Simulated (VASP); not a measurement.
Input for VASP

File POSCAR:
```
W
1
   -1.5863189768     1.5863189768     1.5863189768
    1.5863189768    -1.5863189768     1.5863189768
    1.5863189768     1.5863189768    -1.5863189768
W
1
Direct
  0.0000000000   0.0000000000   0.0000000000
```

**KPOINTS**
```
Automatic mesh
0
Gamma
16 16 16
0 0 0
```

### INCAR
```
! general
SYSTEM   =  W
PREC     =  Accurate
ENCUT    =  500
LREAL    =  .FALSE.
LASPH    =  .TRUE.

! electronic loop
EDIFF    =  1E-6
NELM     =  100
ALGO     =  Normal
LMAXMIX  =  6
LMIXTAU  =  .TRUE.

! smearing
ISMEAR   =  1
SIGMA    =  0.1

! functional
METAGGA  =  R2SCAN

! ions
IBRION   =  2
NSW      =  40
ISIF     =  3
EDIFFG   =  -0.02

! output
LWAVE    =  .FALSE.
LCHARG   =  .FALSE.
```

POTCAR, in this order: W_sv (PBE.64 set). Program: vasp_std.

Question: Translate this r2SCAN calculation to Ansatz.

Answer: One equivalent input (not run):
Ansatz 0.2 input:
```yaml
crystal:
  lattice:
    - [-1.5863190, 1.5863190, 1.5863190]
    - [1.5863190, -1.5863190, 1.5863190]
    - [1.5863190, 1.5863190, -1.5863190]
  atoms:
    - { symbol: W, position: [0.0000000, 0.0000000, 0.0000000] }
kpoints:
  mp_grid: { grid: [16, 16, 16] }
hamiltonian:
  xc: r2scan
  pseudopotentials: { kind: paw }
scf:
  occupations: { method: methfessel_paxton, width: 0.1 }
  max_iter: 100
relax:
  max_steps: 40
  f_tol: 0.02
  cell: {}
output: { forces: true, stress: true, eigenvalues: true }
```
The two are equivalent in intent, not identical: each code has its own PAW files, so the cut-off isn't converted (ENCUT is set for VASP's; basis.ecutwfc is left out, and Ansatz then takes the one that its files recommend); Ansatz stops its SCF on the density residual and VASP on the energy change (EDIFF).

The compound is W in the bcc structure. It was relaxed first.
